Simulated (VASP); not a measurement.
Method: PBEsol GGA, VASP's PBE PAW potentials (set 64) (plane waves; VASP).

The input files of a VASP run:

INCAR:
```
SYSTEM = Ta2As
PREC = Accurate; ENCUT = 300; LREAL = .False.
LASPH = .True.
EDIFF = 1E-6; NELM = 100; ALGO = Normal
LMAXMIX = 6
ISMEAR = 0; SIGMA = 0.1
GGA = PS
ISIF = 2
LWAVE = .False.; LCHARG = .False.
```

### POSCAR
```
Ta2As
1
    4.2440640000     0.0000000000     0.0000000000
   -2.1220320000     3.6754670000     0.0000000000
    0.0000000000     0.0000000000     5.2001440000
As Ta
2 4
Direct
  0.3333330000   0.6666670000   0.2500000000
  0.6666670000   0.3333330000   0.7500000000
  0.0000000000   0.0000000000   0.0000000000
  0.0000000000   0.0000000000   0.5000000000
  0.3333330000   0.6666670000   0.7500000000
  0.6666670000   0.3333330000   0.2500000000
```

KPOINTS:
```
Automatic mesh
0
Gamma
4 4 3
0 0 0
```

POTCAR, in this order: As Ta_pv (PBE.64 set). Program: vasp_std.

At this cut-off the stress carries a Pulay error, which pulls relaxed volumes low. Unless said otherwise, spin-orbit coupling is left out, though it shifts the bands of the heavy elements here.

Task: Predict the energy per atom (σ→0), pressure, band gap (on the k-mesh).

Result: 
The energy per atom (σ→0) comes out as -9.535 eV/atom and the band gap (on the k-mesh) is none (metal, semimetal or under 0.01 eV). The pressure comes out as 62.44 GPa.

OSZICAR:
```
...
DAV:   7    -0.572347442387E+02    0.36723E+00   -0.88689E-01   616   0.666E+00    0.163E+00
DAV:   8    -0.572221560536E+02    0.12588E-01   -0.60107E-02   600   0.150E+00    0.525E-01
DAV:   9    -0.572215749897E+02    0.58106E-03   -0.33809E-03   648   0.364E-01    0.230E-01
DAV:  10    -0.572215186360E+02    0.56354E-04   -0.60092E-04   640   0.183E-01    0.465E-02
DAV:  11    -0.572215156321E+02    0.30039E-05   -0.10543E-04   640   0.780E-02    0.196E-02
DAV:  12    -0.572215129195E+02    0.27126E-05   -0.98080E-06   560   0.245E-02    0.586E-03
DAV:  13    -0.572215126923E+02    0.22722E-06   -0.78555E-07   408   0.572E-03
   1 F= -.57221513E+02 E0= -.57212510E+02  d E =-.180053E-01
```

The structure was generated: Ta2As was put into an ordered model structure, which need not be its known phase. The cell was not relaxed at this level. The k-mesh is coarse (spacing up to 0.43 per Å, 2π included), so the numbers may not be converged in it. The run is one of a series of settings (GGA = PS against the base run), some of them coarse on purpose.
